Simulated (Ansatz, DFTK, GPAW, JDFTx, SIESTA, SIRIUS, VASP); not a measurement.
**HPbNO4: programs and potentials compared**

```
H Pb N O
1.0
     4.27531   -0.00040    0.00636
    -2.08399    5.20775   -0.04907
    -2.12377   -1.86574    4.91491
H Pb N O
1 1 1 4
Direct
  0.99073 0.03330 0.90994
  0.50274 0.81989 0.14287
  0.00838 0.47408 0.50265
  0.99816 0.92741 0.02877
  0.19467 0.73435 0.60852
  0.81673 0.35882 0.24556
  0.01381 0.33121 0.65217
```

The cell comes from a database or a generator and needn't be the stable form of this composition.

Alike in all runs: task single point; functional PBE; k mesh 8 × 6 × 6; occupations fermi-dirac, width 0.05 eV; no spin polarisation; no spin-orbit coupling. Pressure is positive in compression and, in plane waves, holds the error of the finite cutoff, which Ansatz's Pulay term estimates and takes out.

```
                                                                                     program and potentials  plane-wave cutoff (eV)                             notes  band gap (eV)  pressure (GPa)  largest force (eV/Å)
                                                               DFTK, PseudoDojo SR PBE 0.4.1 standard (PBE)                    1143                                 -           2.79            0.03                 0.210
                                                                      Ansatz, Ansatz PAW (earlier soft set)                     420  Pulay term of +0.35 GPa included           2.82            0.07                 0.023
                                                             Ansatz, all-electron LAPW, scalar-relativistic                       -                                 -           2.82           -0.08                 0.050
JDFTx, PseudoDojo-SR-PBE-0.5-standard (H, N, O) + PseudoDojo-SR-PBE-0.4.1-standard (Pb) with smoothed tails                    1143                                 -           2.79            0.03                 0.210
                                                SIRIUS, PseudoDojo 0.4.1 PBE standard (scalar relativistic)                    1152                                 -           2.79            0.03                 0.210
  SIESTA, files PseudoDojo sr-pbe-0.4.1-standard, DZP (energy shift 0.003 Ry; two zetas on semicore shells)                       -                      atomic basis           2.80            2.70                 1.284
                                                                  VASP, PBE PAW files H, N, O, Pb_d, 520 eV                     520                                 -           2.79            0.60                 0.387
                                                                 GPAW, GPAW PAW data sets (gpaw-data 1.2.1)                     800                                 -           2.81           -0.29                 0.119
```

Force on atom 4 (O), eV/Å:

| program and potentials | x | y | z |
| --- | --- | --- | --- |
| DFTK, PseudoDojo SR PBE 0.4.1 standard (PBE) | 0.001 | 0.166 | -0.128 |
| Ansatz, Ansatz PAW (earlier soft set) | 0.000 | -0.009 | 0.006 |
| Ansatz, all-electron LAPW, scalar-relativistic | 0.000 | 0.023 | -0.018 |
| JDFTx, PseudoDojo-SR-PBE-0.5-standard (H, N, O) + PseudoDojo-SR-PBE-0.4.1-standard (Pb) with smoothed tails | 0.001 | 0.166 | -0.128 |
| SIRIUS, PseudoDojo 0.4.1 PBE standard (scalar relativistic) | 0.001 | 0.166 | -0.128 |
| SIESTA, files PseudoDojo sr-pbe-0.4.1-standard, DZP (energy shift 0.003 Ry; two zetas on semicore shells) | 0.004 | -0.336 | 0.258 |
| VASP, PBE PAW files H, N, O, Pb_d, 520 eV | 0.000 | -0.079 | 0.058 |
| GPAW, GPAW PAW data sets (gpaw-data 1.2.1) | -0.001 | -0.095 | 0.071 |

The band gap spans 2.79 (JDFTx, PseudoDojo-SR-PBE-0.5-standard (H, N, O) + PseudoDojo-SR-PBE-0.4.1-standard (Pb) with smoothed tails) to 2.82 eV (Ansatz, all-electron LAPW, scalar-relativistic), with all-electron results at 2.82. The pressure spans -0.29 (GPAW, GPAW PAW data sets (gpaw-data 1.2.1)) to 2.70 GPa (SIESTA, files PseudoDojo sr-pbe-0.4.1-standard, DZP (energy shift 0.003 Ry; two zetas on semicore shells)), with all-electron results at -0.08. The pressure on the cell as given of SIESTA, files PseudoDojo sr-pbe-0.4.1-standard, DZP (energy shift 0.003 Ry; two zetas on semicore shells) lies far from the others; the cause wasn't traced. Spin-orbit coupling, left out here, moves the band edges of heavy atoms. The gap is indirect and read on the mesh alone. Rows in atomic bases carry the error of their basis and grid, which can be large.

The functional is the same throughout but for its coding, so the spread measures potentials, basis and numerics; runs on potential files found faulty are left out.
